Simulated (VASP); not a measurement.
These are PBE GGA, VASP's PBE PAW potentials (set 64) (plane waves; VASP 6.6.1) values and carry that method's errors.

A VASP calculation is set up with these files.

INCAR:
```
! general
SYSTEM  = Fe
PREC    = Accurate
ENCUT   = 400
LREAL   = .FALSE.
LASPH   = .TRUE.

! electronic loop
EDIFF   = 1E-6   ! SCF stop (eV)
NELM    = 100   ! most electronic steps
ALGO    = Normal
LMAXMIX = 4   ! l cut-off of mixed one-centre charges

! smearing
ISMEAR  = 1   ! Methfessel-Paxton
SIGMA   = 0.1

! functional
GGA     = PE

! spin
ISPIN   = 2
MAGMOM  = 2.5

! ions
ISIF    = 2

! output
LWAVE   = .FALSE.
LCHARG  = .FALSE.
LORBIT  = 10
```

**KPOINTS**
```
Automatic mesh
0
Gamma
9 9 9
0 0 0
```

File POSCAR:
```
Fe
1
   -1.4350000000     1.4350000000     1.4350000000
    1.4350000000    -1.4350000000     1.4350000000
    1.4350000000     1.4350000000    -1.4350000000
Fe
1
Direct
  0.0000000000   0.0000000000   0.0000000000
```

POTCAR, in this order: Fe (PBE.64 set). Program: vasp_std.

Output of the run:

File OSZICAR:
```
       N       E                     dE             d eps       ncg     rms          rms(c)
DAV:   1     0.108195277711E+02    0.10820E+02   -0.35776E+03  1364   0.872E+02
DAV:   2    -0.902371460545E+01   -0.19843E+02   -0.18302E+02  1285   0.114E+02
DAV:   3    -0.925878020632E+01   -0.23507E+00   -0.23494E+00  1447   0.165E+01
DAV:   4    -0.925991128238E+01   -0.11311E-02   -0.11310E-02  1417   0.108E+00
DAV:   5    -0.925992259147E+01   -0.11309E-04   -0.11310E-04  1376   0.976E-02    0.109E+01
DAV:   6    -0.833333489095E+01    0.92659E+00   -0.13946E+01  1327   0.590E+01    0.622E+00
DAV:   7    -0.824300453634E+01    0.90330E-01   -0.10009E+00  1329   0.154E+01    0.351E+00
DAV:   8    -0.823590570934E+01    0.70988E-02   -0.84676E-03  1518   0.834E-01    0.127E+00
DAV:   9    -0.822899712832E+01    0.69086E-02   -0.67095E-03  1554   0.653E-01    0.279E-01
DAV:  10    -0.822891103691E+01    0.86091E-04   -0.13094E-03  1489   0.341E-01    0.597E-02
DAV:  11    -0.822894926893E+01   -0.38232E-04   -0.33426E-05  1313   0.989E-02    0.566E-02
DAV:  12    -0.822895643396E+01   -0.71650E-05   -0.96095E-06  1325   0.367E-02    0.251E-02
DAV:  13    -0.822895842746E+01   -0.19935E-05   -0.15680E-05  1081   0.478E-02    0.875E-03
DAV:  14    -0.822896266643E+01   -0.42390E-05   -0.11164E-06   664   0.185E-02    0.699E-03
DAV:  15    -0.822896357670E+01   -0.91027E-06   -0.66927E-07   641   0.101E-02
   1 F= -.82289636E+01 E0= -.82288589E+01  d E =-.314094E-03  mag=     2.1278
```

**OUTCAR**
```
------------------------ aborting loop because EDIFF is reached ----------------------------------------
  FORCE on cell =-STRESS in cart. coord.  units (eV):
  Direction    XX          YY          ZZ          XY          YZ          ZX
  --------------------------------------------------------------------------------------
  Total       -0.7249099     -0.7249099     -0.7249099      0.0000000      0.0000000      0.0000000
  in kB      -98.2604826    -98.2604826    -98.2604826      0.0000000      0.0000000      0.0000000
  external PRESSURE =     -98.2604826 kB  Pullay stress =       0.0000000 kB
  volume of cell :       11.82
      direct lattice vectors                 reciprocal lattice vectors
    -1.435000000  1.435000000  1.435000000     0.000000000  0.348432056  0.348432056
     1.435000000 -1.435000000  1.435000000     0.348432056  0.000000000  0.348432056
     1.435000000  1.435000000 -1.435000000     0.348432056  0.348432056  0.000000000
 POSITION                                       TOTAL-FORCE (eV/Angst)
 -----------------------------------------------------------------------------------
      0.00000      0.00000      0.00000         0.000000      0.000000      0.000000
 -----------------------------------------------------------------------------------
    total drift:                                0.000000      0.000000      0.000000
  FREE ENERGIE OF THE ION-ELECTRON SYSTEM (eV)
  ---------------------------------------------------
  free  energy   TOTEN  =        -8.2289635767 eV

  energy  without entropy=       -8.2286494832  energy(sigma->0) =       -8.22885888

 total charge

# of ion       s       p       d       tot
------------------------------------------
    1        0.473   0.504   6.211   7.188

 magnetization (x)

# of ion       s       p       d       tot
------------------------------------------
    1       -0.011  -0.056   2.201   2.134
```
(Selected blocks of OUTCAR.)

**OUTCAR**
```
 val. band max:        5.3331911713   @ k =  -0.1111   0.1111   0.1111

 cond. band min:       5.3473182192   @ k =  -0.4444  -0.4444   0.3333


 Fermi energy:         5.3335430714

 spin component 1

 k-point     1 :       0.0000    0.0000    0.0000
  band No.  band energies     occupation
      1      -2.7681      1.00000
      2       3.2339      1.00000
      3       3.2340      1.00000
      4       3.2340      1.00000
      5       4.3194      1.00000
      6       4.3194      1.00000
      7      30.0663      0.00000
      8      30.0663      0.00000
      9      30.0663      0.00000

 k-point     2 :       0.1111    0.0000    0.0000
  band No.  band energies     occupation
      1      -2.2785      1.00000
      2       3.1070      1.00000
      3       3.2142      1.00000
      4       3.4887      1.00000
      5       4.2120      1.00000
      6       4.3305      1.00000
      7      27.1692      0.00000
      8      29.1832      0.00000
      9      29.6905      0.00000

 k-point     3 :       0.2222    0.0000    0.0000
  band No.  band energies     occupation
      1      -0.9568      1.00000
      2       2.7960      1.00000
      3       3.0937      1.00000
      4       4.1584      1.00000
      5       4.1750      1.00000
      6       4.3693      1.00000
      7      22.1107      0.00000
      8      26.8505      0.00000
      9      29.0583      0.00000

 k-point     4 :       0.3333    0.0000    0.0000
  band No.  band energies     occupation
      1       0.4021      1.00000
      2       2.4575      1.00000
      3       3.5283      1.00000
      4       4.3365      1.00000
      5       4.4329      1.00000
      6       5.0428      1.00016
      7      17.0841      0.00000
      8      24.7596      0.00000
      9      26.8554      0.00000

 k-point     5 :       0.4444    0.0000    0.0000
  band No.  band energies     occupation
      1       0.7222      1.00000
...
```

The compound is Fe in the bcc structure. The cell was not relaxed at this level. The k-mesh is coarse (spacing up to 0.34 per Å, 2π included), so the numbers may not be converged in it. The run is one of a series of settings (KPOINTS 9×9×9 Γ-centred mesh against the base run), some of them coarse on purpose.
